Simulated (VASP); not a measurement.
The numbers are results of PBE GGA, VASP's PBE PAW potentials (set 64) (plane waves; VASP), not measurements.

A VASP calculation is set up with these files.

### POSCAR
```
Ti24O48
1.0
  9.3146232809   0.0000000000   0.0000000000
  0.0000000000   9.3146232809   0.0000000000
  0.0000000000   0.0000000000   8.9084705121
Ti O
24 48
Cartesian
  0.0000000000   9.3146232809   8.9084705121
  2.3286558202   2.3286558202   1.4847480548
  0.0000000000   9.3146232809   2.9694872012
  2.3286558202   2.3286558202   4.4542352560
  0.0000000000   9.3146232809   5.9389833109
  2.3286558202   2.3286558202   7.4237224573
  0.0000000000   4.6573116404   0.0000000000
  2.3286558202   6.9859674607   1.4847480548
  0.0000000000   4.6573116404   2.9694872012
  2.3286558202   6.9859674607   4.4542352560
  0.0000000000   4.6573116404   5.9389833109
  2.3286558202   6.9859674607   7.4237224573
  4.6573116404   9.3146232809   8.9084705121
  6.9859674607   2.3286558202   1.4847480548
  4.6573116404   9.3146232809   2.9694872012
  6.9859674607   2.3286558202   4.4542352560
  4.6573116404   9.3146232809   5.9389833109
  6.9859674607   2.3286558202   7.4237224573
  4.6573116404   4.6573116404   8.9084705121
  6.9859674607   6.9859674607   1.4847480548
  4.6573116404   4.6573116404   2.9694872012
  6.9859674607   6.9859674607   4.4542352560
  4.6573116404   4.6573116404   5.9389833109
  6.9859674607   6.9859674607   7.4237224573
  1.4192428448   1.4192428448   0.0000000000
  3.7478986650   0.9094129754   1.4847480548
  0.9094129754   3.7478986650   1.4847480548
  3.2380687956   3.2380687956   8.9084705121
  1.4192428448   1.4192428448   2.9694872012
  3.7478986650   0.9094129754   4.4542352560
  0.9094129754   3.7478986650   4.4542352560
  3.2380687956   3.2380687956   2.9694872012
  1.4192428448   1.4192428448   5.9389833109
  3.7478986650   0.9094129754   7.4237224573
  0.9094129754   3.7478986650   7.4237224573
  3.2380687956   3.2380687956   5.9389833109
  1.4192428448   6.0765544853   0.0000000000
  3.7478986650   5.5667246159   1.4847480548
  0.9094129754   8.4052103055   1.4847480548
  3.2380687956   7.8953804361   8.9084705121
  1.4192428448   6.0765544853   2.9694872012
  3.7478986650   5.5667246159   4.4542352560
  0.9094129754   8.4052103055   4.4542352560
  3.2380687956   7.8953804361   2.9694872012
  1.4192428448   6.0765544853   5.9389833109
  3.7478986650   5.5667246159   7.4237224573
  0.9094129754   8.4052103055   7.4237224573
  3.2380687956   7.8953804361   5.9389833109
  6.0765544853   1.4192428448   8.9084705121
  8.4052103055   0.9094129754   1.4847480548
  5.5667246159   3.7478986650   1.4847480548
  7.8953804361   3.2380687956   8.9084705121
  6.0765544853   1.4192428448   2.9694872012
  8.4052103055   0.9094129754   4.4542352560
  5.5667246159   3.7478986650   4.4542352560
  7.8953804361   3.2380687956   2.9694872012
  6.0765544853   1.4192428448   5.9389833109
  8.4052103055   0.9094129754   7.4237224573
  5.5667246159   3.7478986650   7.4237224573
  7.8953804361   3.2380687956   5.9389833109
  6.0765544853   6.0765544853   8.9084705121
  8.4052103055   5.5667246159   1.4847480548
  5.5667246159   8.4052103055   1.4847480548
  7.8953804361   7.8953804361   0.0000000000
  6.0765544853   6.0765544853   2.9694872012
  8.4052103055   5.5667246159   4.4542352560
  5.5667246159   8.4052103055   4.4542352560
  7.8953804361   7.8953804361   2.9694872012
  6.0765544853   6.0765544853   5.9389833109
  8.4052103055   5.5667246159   7.4237224573
  5.5667246159   8.4052103055   7.4237224573
  7.8953804361   7.8953804361   5.9389833109
```

**INCAR**
```
ALGO = Fast
EDIFF = 1E-6
ENCUT = 400
GGA = PE
ISMEAR = 0
LASPH = .TRUE.
LCHARG = .FALSE.
LMAXMIX = 4
LORBIT = 11
LREAL = Auto
LVHAR = .TRUE.
LWAVE = .FALSE.
NELM = 100
NELMIN = 4
PREC = Normal
SIGMA = 0.05
SYSTEM = Ti24O48
```

### KPOINTS
```
Automatic mesh
0
Gamma
1 1 1
0 0 0
```

POTCAR, in this order: Ti O (PBE.64 set). Program: vasp_gam. Read from the step before: WAVECAR.

Output

**OSZICAR**
```
       N       E                     dE             d eps       ncg     rms          rms(c)
DAV:   1    -0.633656275794E+03   -0.63366E+03   -0.22114E-05   608   0.122E-02    0.859E-03
RMM:   2    -0.633656274804E+03    0.99039E-06   -0.10379E-05   469   0.778E-03    0.480E-03
RMM:   3    -0.633656274908E+03   -0.10450E-06   -0.16766E-06   350   0.352E-03    0.209E-03
RMM:   4    -0.633656274958E+03   -0.49451E-07   -0.30171E-07   338   0.125E-03
   1 F= -.63365627E+03 E0= -.63365627E+03  d E =-.122635E-10
```

File OUTCAR:
```
------------------------ aborting loop because EDIFF is reached ----------------------------------------
  FORCE on cell =-STRESS in cart. coord.  units (eV):
  Direction    XX          YY          ZZ          XY          YZ          ZX
  --------------------------------------------------------------------------------------
  Total      -26.9660234    -26.9660234    -23.8288403      0.0000000      0.0000000      0.0000000
  in kB      -55.8976761    -55.8976761    -49.3946318      0.0000000      0.0000000      0.0000000
  external PRESSURE =     -53.7299947 kB  Pullay stress =       0.0000000 kB
  volume of cell :      772.92
      direct lattice vectors                 reciprocal lattice vectors
     9.314623281  0.000000000  0.000000000     0.107358072  0.000000000  0.000000000
     0.000000000  9.314623281  0.000000000     0.000000000  0.107358072  0.000000000
     0.000000000  0.000000000  8.908470512     0.000000000  0.000000000  0.112252715
 POSITION                                       TOTAL-FORCE (eV/Angst)
 -----------------------------------------------------------------------------------
      0.00000      0.00000      0.00000         0.000000      0.000000      0.000000
      2.32866      2.32866      1.48475         0.000000      0.000000      0.000000
      0.00000      0.00000      2.96949         0.000000      0.000000     -0.000000
      2.32866      2.32866      4.45424         0.000000      0.000000     -0.000000
      0.00000      0.00000      5.93898         0.000000      0.000000      0.000000
      2.32866      2.32866      7.42372         0.000000      0.000000     -0.000000
      0.00000      4.65731      0.00000         0.000000      0.000000      0.000000
      2.32866      6.98597      1.48475         0.000000      0.000000     -0.000000
      0.00000      4.65731      2.96949         0.000000      0.000000     -0.000000
      2.32866      6.98597      4.45424         0.000000      0.000000     -0.000000
      0.00000      4.65731      5.93898         0.000000      0.000000     -0.000000
      2.32866      6.98597      7.42372         0.000000      0.000000      0.000000
      4.65731      0.00000      0.00000         0.000000      0.000000     -0.000000
      6.98597      2.32866      1.48475         0.000000      0.000000      0.000000
      4.65731      0.00000      2.96949         0.000000      0.000000     -0.000000
      6.98597      2.32866      4.45424         0.000000      0.000000     -0.000000
      4.65731      0.00000      5.93898         0.000000      0.000000     -0.000000
      6.98597      2.32866      7.42372         0.000000      0.000000     -0.000000
      4.65731      4.65731      0.00000         0.000000      0.000000      0.000000
      6.98597      6.98597      1.48475         0.000000      0.000000      0.000000
      4.65731      4.65731      2.96949         0.000000      0.000000     -0.000000
      6.98597      6.98597      4.45424         0.000000      0.000000      0.000000
      4.65731      4.65731      5.93898         0.000000      0.000000      0.000000
      6.98597      6.98597      7.42372         0.000000      0.000000     -0.000000
      1.41924      1.41924      0.00000        -0.000909     -0.000909      0.000000
      3.74790      0.90941      1.48475        -0.000909      0.000909      0.000000
      0.90941      3.74790      1.48475         0.000909     -0.000909      0.000000
      3.23807      3.23807      0.00000         0.000909      0.000909      0.000000
      1.41924      1.41924      2.96949        -0.000909     -0.000909     -0.000000
      3.74790      0.90941      4.45424        -0.000909      0.000909     -0.000000
      0.90941      3.74790      4.45424         0.000909     -0.000909     -0.000000
      3.23807      3.23807      2.96949         0.000909      0.000909      0.000000
      1.41924      1.41924      5.93898        -0.000909     -0.000909     -0.000000
      3.74790      0.90941      7.42372        -0.000909      0.000909     -0.000000
      0.90941      3.74790      7.42372         0.000909     -0.000909     -0.000000
      3.23807      3.23807      5.93898         0.000909      0.000909     -0.000000
      1.41924      6.07655      0.00000        -0.000909     -0.000909      0.000000
      3.74790      5.56672      1.48475        -0.000909      0.000909      0.000000
      0.90941      8.40521      1.48475         0.000909     -0.000909     -0.000000
      3.23807      7.89538      0.00000         0.000909      0.000909      0.000000
      1.41924      6.07655      2.96949        -0.000909     -0.000909     -0.000000
      3.74790      5.56672      4.45424        -0.000909      0.000909      0.000000
      0.90941      8.40521      4.45424         0.000909     -0.000909     -0.000000
      3.23807      7.89538      2.96949         0.000909      0.000909     -0.000000
      1.41924      6.07655      5.93898        -0.000909     -0.000909     -0.000000
      3.74790      5.56672      7.42372        -0.000909      0.000909     -0.000000
      0.90941      8.40521      7.42372         0.000909     -0.000909      0.000000
      3.23807      7.89538      5.93898         0.000909      0.000909      0.000000
      6.07655      1.41924      0.00000        -0.000909     -0.000909      0.000000
      8.40521      0.90941      1.48475        -0.000909      0.000909     -0.000000
      5.56672      3.74790      1.48475         0.000909     -0.000909      0.000000
      7.89538      3.23807      0.00000         0.000909      0.000909      0.000000
      6.07655      1.41924      2.96949        -0.000909     -0.000909      0.000000
      8.40521      0.90941      4.45424        -0.000909      0.000909     -0.000000
      5.56672      3.74790      4.45424         0.000909     -0.000909      0.000000
      7.89538      3.23807      2.96949         0.000909      0.000909      0.000000
      6.07655      1.41924      5.93898        -0.000909     -0.000909      0.000000
      8.40521      0.90941      7.42372        -0.000909      0.000909      0.000000
      5.56672      3.74790      7.42372         0.000909     -0.000909      0.000000
      7.89538      3.23807      5.93898         0.000909      0.000909     -0.000000
      6.07655      6.07655      0.00000        -0.000909     -0.000909     -0.000000
      8.40521      5.56672      1.48475        -0.000909      0.000909     -0.000000
      5.56672      8.40521      1.48475         0.000909     -0.000909     -0.000000
      7.89538      7.89538      0.00000         0.000909      0.000909     -0.000000
      6.07655      6.07655      2.96949        -0.000909     -0.000909     -0.000000
      8.40521      5.56672      4.45424        -0.000909      0.000909      0.000000
      5.56672      8.40521      4.45424         0.000909     -0.000909      0.000000
      7.89538      7.89538      2.96949         0.000909      0.000909     -0.000000
      6.07655      6.07655      5.93898        -0.000909     -0.000909      0.000000
      8.40521      5.56672      7.42372        -0.000909      0.000909      0.000000
      5.56672      8.40521      7.42372         0.000909     -0.000909      0.000000
      7.89538      7.89538      5.93898         0.000909      0.000909      0.000000
 -----------------------------------------------------------------------------------
    total drift:                                0.000000      0.000000      0.000000
  FREE ENERGIE OF THE ION-ELECTRON SYSTEM (eV)
  ---------------------------------------------------
  free  energy   TOTEN  =      -633.6562749579 eV

  energy  without entropy=     -633.6562749579  energy(sigma->0) =     -633.65627496

 total charge

# of ion       s       p       d       tot
------------------------------------------
    1        0.533   1.046   2.520   4.099
    2        0.533   1.046   2.520   4.099
    3        0.533   1.046   2.520   4.099
    4        0.533   1.046   2.520   4.099
    5        0.533   1.046   2.520   4.099
    6        0.533   1.046   2.520   4.099
    7        0.533   1.046   2.520   4.099
    8        0.533   1.046   2.520   4.099
    9        0.533   1.046   2.520   4.099
   10        0.533   1.046   2.520   4.099
   11        0.533   1.046   2.520   4.099
   12        0.533   1.046   2.520   4.099
...
```
(Selected blocks of OUTCAR.)

At this cut-off the stress carries a Pulay error, which pulls relaxed volumes low. The supercell is sampled at Γ alone, which is coarse: total energies, pressure and levels can be off, energies of defects by several tenths of an eV.

The cell is a supercell, built from TiO2 (rutile).
